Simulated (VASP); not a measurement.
## AlN: excitons from the Bethe-Salpeter equation

Wanted: the lowest vertical excitons of AlN and its absorption. The cell is of the zinc-blende type, one of the forms listed for this formula. The start is a computed cell from the Materials Project.

Main program and level: VASP 6.6.1; PBE; plane waves and PAW (Al_GW, N_GW), in the first sound run; inputs show where later runs differ.

This is a report of a sequence of runs, with most program output left out.

### Step 1. Starting point

Symmetry: F-43m, No. 216, cubic system. Conventional cell: a = 4.368 Å, b = 4.368 Å, c = 4.368 Å, α = 90.00°, β = 90.00°, γ = 90.00°. Nearest to Al lie 4 N at 1.89 Å. Nearest to N lie 4 Al at 1.89 Å. Farther neighbours and most contacts between anions are not listed.

Structure file:

```xyz
2
Lattice="0.0000 2.1840 2.1840 2.1840 0.0000 2.1840 2.1840 2.1840 0.0000" Properties=species:S:1:pos:R:3 pbc="T T T"
Al    0.0000    0.0000    0.0000
N     1.0920    1.0920    1.0920
```

### Step 2. Ground state

The orbitals come from a self-consistent PBE run with a tight EDIFF and a narrow smearing. KPOINTS_OPT adds the bands along a path, which shows whether the mesh holds the band edges.

Contents of INCAR:

```
SYSTEM = AlN
PREC = Accurate
ENCUT = 450
EDIFF = 1E-08
NELM = 100
ISMEAR = 0
SIGMA = 0.01
LREAL = .FALSE.
ALGO = Normal
GGA = PE
NBANDS = 10
LORBIT = 11
LWAVE = .TRUE.
LCHARG = .FALSE.
KPAR = 8
```

Contents of POSCAR:

```
AlN
1.0
    0.0000000000      2.1839935596      2.1839935596
    2.1839935596      0.0000000000      2.1839935596
    2.1839935596      2.1839935596      0.0000000000
Al N
1 1
Direct
    0.0000000000      0.0000000000      0.0000000000
    0.2500000000      0.2500000000      0.2500000000
```

Contents of KPOINTS:

```
Automatic mesh
0
Gamma
10 10 10
0 0 0
```

Contents of KPOINTS_OPT:

```
Line mode
12
Line-mode
Reciprocal
  0.00000000   0.00000000   0.00000000 GAMMA
  0.50000000   0.00000000   0.50000000 X

  0.50000000   0.00000000   0.50000000 X
  0.50000000   0.25000000   0.75000000 W

  0.50000000   0.25000000   0.75000000 W
  0.37500000   0.37500000   0.75000000 K

  0.37500000   0.37500000   0.75000000 K
  0.00000000   0.00000000   0.00000000 GAMMA

  0.00000000   0.00000000   0.00000000 GAMMA
  0.50000000   0.50000000   0.50000000 L

  0.50000000   0.50000000   0.50000000 L
  0.62500000   0.25000000   0.62500000 U

  0.62500000   0.25000000   0.62500000 U
  0.50000000   0.25000000   0.75000000 W

  0.50000000   0.25000000   0.75000000 W
  0.50000000   0.50000000   0.50000000 L

  0.50000000   0.50000000   0.50000000 L
  0.37500000   0.37500000   0.75000000 K

  0.62500000   0.25000000   0.62500000 U
  0.50000000   0.00000000   0.50000000 X
```

PAW data sets: Al_GW and N_GW (PBE family, release 64).

Run with:

```console
mpirun -np 8 vasp_std
```

The job ended after 6.2 s (8 MPI ranks of AMD EPYC 7R43, shared host; peak memory 0.96 GiB; 39 s of CPU time).

Numbers from this step:

- free energy (TOTEN): -14.86 eV
- Fermi energy: 5.009 eV
- pressure: 2.460 GPa
- least gap on mesh and path: 3.316 eV
- least direct gap on mesh and path: 4.188 eV

The highest empty bands on the path are converged less tightly, to about 0.1 eV. The electronic bands at the labelled points (eV, zero at the valence-band top; v1 is the highest filled band, c1 the lowest empty one):

| point | v3 | v2 | v1 | c1 | c2 |
| --- | --- | --- | --- | --- | --- |
| Γ | 0.00 | 0.00 | 0.00 | 4.19 | 12.55 |
| 0.45 of the way | -2.58 | -0.85 | -0.85 | 6.11 | 10.50 |
| X | -4.91 | -1.78 | -1.78 | 3.32 | 8.61 |
| 0.45 of the way | -4.62 | -2.31 | -2.23 | 4.38 | 9.49 |
| W | -3.78 | -3.44 | -2.70 | 6.05 | 11.42 |
| 0.45 of the way | -4.08 | -3.50 | -2.07 | 5.70 | 10.58 |
| K | -4.26 | -3.64 | -1.37 | 5.16 | 10.10 |
| 0.45 of the way | -3.83 | -1.76 | -0.28 | 7.63 | 9.84 |
| Γ | 0.00 | 0.00 | 0.00 | 4.19 | 12.55 |
| 0.55 of the way | -3.64 | -0.29 | -0.29 | 6.63 | 10.80 |
| L | -5.86 | -0.48 | -0.48 | 7.37 | 9.86 |
| 0.45 of the way | -5.41 | -1.77 | -0.78 | 7.41 | 8.95 |
| U | -4.26 | -3.64 | -1.37 | 5.16 | 10.10 |
| 0.45 of the way | -4.13 | -3.54 | -1.89 | 5.57 | 10.43 |
| W | -3.78 | -3.44 | -2.70 | 6.05 | 11.42 |
| 0.55 of the way | -5.27 | -2.01 | -1.00 | 7.31 | 9.03 |
| L | -5.86 | -0.48 | -0.48 | 7.37 | 9.86 |
| 0.55 of the way | -5.22 | -2.20 | -0.89 | 6.95 | 9.34 |
| K | -4.26 | -3.64 | -1.37 | 5.16 | 10.10 |
| jump to U | -4.26 | -3.64 | -1.37 | 5.16 | 10.10 |
| 0.55 of the way | -4.76 | -2.37 | -1.69 | 3.85 | 9.06 |
| X | -4.91 | -1.78 | -1.78 | 3.32 | 8.61 |

Of the projections kept (Al, N), the largest for each band there; the rest of the weight can lie on other orbitals:

| point | v3 | v2 | v1 | c1 | c2 |
| --- | --- | --- | --- | --- | --- |
| Γ | N 0.85 | N 0.85 | N 0.85 | N 0.71 | Al 1.00 |
| X | N 0.58 | N 0.75 | N 0.75 | Al 0.82 | Al 1.00 |
| W | N 0.57 | N 0.72 | N 0.68 | N 0.61 | N 0.65 |
| K | N 0.58 | N 0.66 | N 0.77 | Al 0.64 | Al 0.57 |
| Γ | N 0.85 | N 0.85 | N 0.85 | N 0.71 | Al 1.00 |
| L | N 0.55 | N 0.82 | N 0.82 | Al 0.65 | N 0.82 |

The cell has a gap of 3.32 eV on mesh and path and a pressure of +2.5 GPa, which holds the misfit of the given cell and coordinates with this functional, and any error of cutoff, mesh and data sets.

### Step 3. Empty bands

The next step needs empty bands that the ground-state run didn't converge, so the Hamiltonian is diagonalised exactly for NBANDS bands, in a single step. LOPTICS writes the k-derivatives of the orbitals (WAVEDER), which give the long-wavelength limit of the screening.

Contents of INCAR:

```
SYSTEM = AlN
PREC = Accurate
ENCUT = 450
ISMEAR = 0
SIGMA = 0.01
LREAL = .FALSE.
GGA = PE
NBANDS = 48
ALGO = Exact
NELM = 1
LWAVE = .TRUE.
LCHARG = .FALSE.
LOPTICS = .TRUE.
NEDOS = 1000
CSHIFT = 0.1
```

POSCAR is that of step 2.

KPOINTS is that of step 2.

Run with:

```console
mpirun -np 8 vasp_std
```

Elapsed: 8 s, on 8 MPI ranks; peak memory 0.83 GiB.

The gap is read on the k-mesh alone, so it is an upper bound where the band edges lie off the mesh.

Numbers from this step:

```yaml
gap_on_the_k_mesh: 3.316 eV
least_direct_gap_on_the_k_mesh: 4.188 eV
```

WAVECAR now holds 48 bands for 8 electrons. Its independent-particle dielectric tensor has xx, yy, zz = 4.7, 4.7, 4.7 on this mesh, which isn't tested for convergence in mesh or bands and lacks local fields.

### Step 4. G0W0

This step: G0W0 on PBE; plane waves and PAW (Al_GW, N_GW) (VASP 6.6.1).

One pass of GW corrects the levels to first order, with G and W from the starting orbitals. LWAVE keeps the quasiparticle levels in WAVECAR, and the W files hold the screened interaction for the next step.

Contents of INCAR:

```
SYSTEM = AlN
PREC = Accurate
ENCUT = 450
ISMEAR = 0
SIGMA = 0.01
LREAL = .FALSE.
GGA = PE
NBANDS = 48
ALGO = EVGW0
NELMGW = 1
ENCUTGW = 100
NOMEGA = 48
PRECFOCK = Fast
NBANDSGW = 16
LWAVE = .TRUE.
LCHARG = .FALSE.
```

POSCAR is that of step 3.

KPOINTS is that of step 3.

Run with:

```console
mpirun -np 8 vasp_std
```

Wall time 10 min (8 MPI ranks); peak memory 2.7 GiB; 76 min of CPU time.

This step gave:

```
quasiparticle gap on the mesh                 : 4.449 eV
smallest direct quasiparticle gap on the mesh : 5.639 eV
gap of the starting orbitals on the mesh      : 3.316 eV
```

GW takes the gap from 3.316 to 4.449 eV. The value holds for 48 bands, ENCUTGW = 100 eV and this mesh, and isn't shown to be converged in them.

### Step 5. BSE, Tamm-Dancoff

This step: BSE on G0W0 on PBE; plane waves and PAW (Al_GW, N_GW) (VASP 6.6.1).

The Bethe-Salpeter equation adds the screened attraction of electron and hole to the quasiparticle pairs; ANTIRES = 0 leaves out the coupling to antiresonant pairs.

Contents of INCAR:

```
SYSTEM = AlN
PREC = Accurate
ENCUT = 450
ISMEAR = 0
SIGMA = 0.01
LREAL = .FALSE.
GGA = PE
NBANDS = 48
ALGO = BSE
NBANDSO = 3
NBANDSV = 4
OMEGAMAX = 25
NEDOS = 1000
CSHIFT = 0.1
PRECFOCK = Fast
LWAVE = .FALSE.
LCHARG = .FALSE.
ENCUTGW = 100
ANTIRES = 0
```

POSCAR is that of step 4.

KPOINTS is that of step 4.

Run with:

```console
mpirun -np 8 vasp_std
```

Run time: 14 min. Hardware: 8 MPI ranks; peak memory 8.9 GiB; 1.7 h of CPU time.

Numbers from this step:

* lowest excitation: 5.275 eV
* direct gap less the lowest excitation: 0.3644 eV

The imaginary dielectric function, xx has structure finer than the step of the table below, so its rows give means over 1 eV, whole bins alone (the curve runs from 0 to 25 eV). Peaks (eV: height): 6.0: 9.02, 6.5: 11.8, 7.3: 13.6, 8.1: 9.07, 10.7: 6.27, 11.7: 7.33.

From 3 filled and 4 empty bands alone, without any pair above OMEGAMAX = 25 eV, so strength is missing wherever others contribute; lines are broadened by CSHIFT, which also makes the tail under the first line. Imaginary dielectric function, xx against photon energy; means over each step:

| photon energy (eV) | imaginary dielectric function, xx |
| --- | --- |
| 1 | 0.0115 |
| 2 | 0.0262 |
| 3 | 0.0503 |
| 4 | 0.107 |
| 5 | 0.734 |
| 6 | 5.14 |
| 7 | 8.50 |
| 8 | 6.50 |
| 9 | 5.42 |
| 10 | 2.72 |
| 11 | 4.71 |
| 12 | 5.09 |
| 13 | 4.17 |
| 14 | 2.82 |
| 15 | 1.58 |
| 16 | 0.940 |
| 17 | 0.417 |
| 18 | 0.272 |
| 19 | 0.145 |
| 20 | 0.0487 |
| 21 | 0.0219 |
| 22 | 0.0138 |
| 23 | 0.00986 |
| 24 | 0.00798 |

Some of the lowest 40 states alone, with states under 2.5 meV apart joined, scaled to the strongest line shown. Exciton lines, with heights relative to the strongest:

| position (eV) | lines merged | oscillator strength |
| --- | --- | --- |
| 5.275 | 3 | 22 |
| 5.971 | 3 | 100 |
| 6.064 | 3 | 0.0 |
| 6.069 | 2 | 0.0 |
| 6.104 | 3 | 0.0 |
| 6.109 | 8 | 0.0 |
| 6.119 | 3 | 38 |
| 6.450 | 3 | 66 |

The lowest excitation lies at 5.275 eV, -364 meV against the direct gap of these orbitals. No second mesh in this session tests these energies, peaks and heights.

### Step 6. Independent quasiparticles

This step: BSE on G0W0 on PBE, independent quasiparticles; plane waves and PAW (Al_GW, N_GW) (VASP 6.6.1).

With LADDER and LHARTREE off the pairs don't interact at all, so the lowest line must equal the direct gap.

Changes to INCAR since step 5:

```diff
@@ -19 +19,3 @@
 ANTIRES = 0
+LADDER = .FALSE.
+LHARTREE = .FALSE.
```

POSCAR is that of step 5.

KPOINTS is that of step 5.

Run with:

```console
mpirun -np 8 vasp_std
```

Wall time 5.6 min (8 MPI ranks); peak memory 8.9 GiB.

This step gave:

```
lowest excitation : 5.639 eV
```

The imaginary dielectric function, xx has structure finer than the step of the table below, so its rows give means over 1 eV, whole bins alone (the curve runs from 0 to 25 eV). Peaks (eV: height): 8.1: 7.26, 8.6: 6.93, 9.4: 9.18, 11.6: 6.03, 13.3: 8.20, 14.0: 6.09, 14.5: 6.24.

From 3 filled and 4 empty bands alone, without any pair above OMEGAMAX = 25 eV, so strength is missing wherever others contribute; lines are broadened by CSHIFT, which also makes the tail under the first line. Imaginary dielectric function, xx against photon energy; means over each step:

| photon energy (eV) | imaginary dielectric function, xx |
| --- | --- |
| 1 | 0.00623 |
| 2 | 0.0136 |
| 3 | 0.0238 |
| 4 | 0.0415 |
| 5 | 0.104 |
| 6 | 0.736 |
| 7 | 2.24 |
| 8 | 5.03 |
| 9 | 7.20 |
| 10 | 5.16 |
| 11 | 3.83 |
| 12 | 4.49 |
| 13 | 5.75 |
| 14 | 5.21 |
| 15 | 4.06 |
| 16 | 2.53 |
| 17 | 1.56 |
| 18 | 0.730 |
| 19 | 0.485 |
| 20 | 0.183 |
| 21 | 0.0581 |
| 22 | 0.0248 |
| 23 | 0.0158 |
| 24 | 0.0120 |

The lowest excitation lies at 5.639 eV, +364 meV against the Tamm-Dancoff singlet. No second mesh in this session tests these energies, peaks and heights.

### Step 7. Summary

This step: BSE on G0W0 on PBE; plane waves and PAW (VASP 6.6.1).

No new run; the numbers come from the runs before.

Cost is wall time times ranks on a shared host, for this step alone, without the steps before it. Excitations by level:

| level | first excitation (eV) | cost (core minutes) |
| --- | --- | --- |
| BSE, Tamm-Dancoff | 5.275 | 112 |
| independent quasiparticles | 5.639 | 44.41 |

### Step 8. Summary of results

- BSE, Tamm-Dancoff: lowest vertical excitation 5.275 eV; direct gap 5.639 eV
- independent quasiparticles: lowest vertical excitation 5.639 eV; direct gap 5.639 eV

In words: The Bethe-Salpeter equation puts the lowest vertical singlet excitation at 5.275 eV, 0.36 eV below the direct gap of 5.639 eV; the states within 10 meV of it carry 22 % of the strength of the strongest such group among the lowest 40 states. Attraction and local fields together move the centre of weight of eps2 xx over the computed range by -1.86 eV against the run of independent quasiparticles. The spectra were run on one mesh, so the distance from the gap isn't shown to be converged; coarse meshes tend to overstate it. Bands, response cutoff and mesh of the GW step weren't tested in this session. Only vertical pairs enter; the least gap on the mesh is indirect, 4.449 eV, and its phonon-assisted absorption is absent. Only the bands set by NBANDSO and NBANDSV form pairs, and any pair above OMEGAMAX = 25 eV is dropped, so the spectrum is that of this window; the window can cut degenerate bands. Not tabulated here, as repeats of values shown or as unfit to read for their mesh, reference level or band range: eps2 curves (empty bands); eps1 curves and static values (BSE, empty bands, independent quasiparticles); line lists of runs without attraction (independent quasiparticles).

[Lines on the potential files, build, host, timing and source positions are cut from VASP's logs without a mark.]

[Logs are printed without paths, hosts, clocks, repeated set-up lines and the standing remarks that a program may print on its own settings, such as how far it seeks lower states.]

[Hosts, paths, dates, database ids (printed as entryN), source tags and the programs' standing remarks are cut or masked in the printed files.]

[Pressures printed for these runs are not shown converged in the cutoff: they can be off by several GPa and have the wrong sign.]
